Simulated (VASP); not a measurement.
An input for Quantum ESPRESSO's pw.x (written as the equivalent of a VASP run, and not itself run):

```
&CONTROL
  calculation = 'vc-relax'
  pseudo_dir = './pseudo'
  outdir = './out'
  tprnfor = .true.
  tstress = .true.
  nstep = 40
  forc_conv_thr = 0.00078
/
&SYSTEM
  ibrav = 0
  nat = 2
  ntyp = 2
  ecutwfc = 84
  occupations = 'smearing'
  smearing = 'methfessel-paxton'
  degauss = 0.00735
  input_dft = 'pbesol'
/
&ELECTRONS
  conv_thr = 7.3e-08
  electron_maxstep = 100
/
&IONS
/
&CELL
/
ATOMIC_SPECIES
  Zn 65.380 Zn.upf
  O 15.999 O.upf
CELL_PARAMETERS angstrom
     2.6492665    0.0000000   -0.0000000
    -0.0000000    2.6492665   -0.0000000
     0.0000000   -0.0000000    2.6492665
ATOMIC_POSITIONS crystal
  Zn   0.0000000  0.0000000  0.0000000
  O    0.5000000  0.5000000  0.5000000
K_POINTS automatic
  14 14 14 0 0 0
```

**Question.** Write the VASP files for the same calculation (PBEsol).

**Answer.** One answer among several that fit: 
POSCAR:
```
ZnO
1.0
  2.6492664647   0.0000000000   0.0000000000
  0.0000000000   2.6492664647   0.0000000000
  0.0000000000   0.0000000000   2.6492664647
Zn O
1 1
Cartesian
  0.0000000000   0.0000000000   0.0000000000
  1.3246332324   1.3246332324   1.3246332324
```

**KPOINTS**
```
Automatic mesh
0
Gamma
14 14 14
0 0 0
```

### INCAR
```
# general
SYSTEM  = ZnO
PREC    = Accurate
ENCUT   = 620
LREAL   = .FALSE.
LASPH   = .TRUE.

# electronic loop
EDIFF   = 1E-6
NELM    = 100
ALGO    = Normal
LMAXMIX = 4

# smearing
ISMEAR  = 1
SIGMA   = 0.1

# functional
GGA     = PS

# ions
IBRION  = 2
NSW     = 40
ISIF    = 3
EDIFFG  = -0.02

# output
LWAVE   = .FALSE.
LCHARG  = .FALSE.
```

POTCAR, in this order: Zn O (PBE.64 set). Program: vasp_std.

Limits of the translation: the potentials are each code's own (VASP's PAW set, PseudoDojo norm-conserving files in pw.x), so ENCUT and ecutwfc are chosen apart and not converted; conv_thr bounds pw.x's estimated SCF error, while EDIFF bounds the energy change between steps; forc_conv_thr acts on force components and is met together with etot_conv_thr.

The structure was generated: ZnO was put into the CsCl type type (Pm-3m), which need not be its known phase. It was relaxed first, which changed the volume by +27 %.
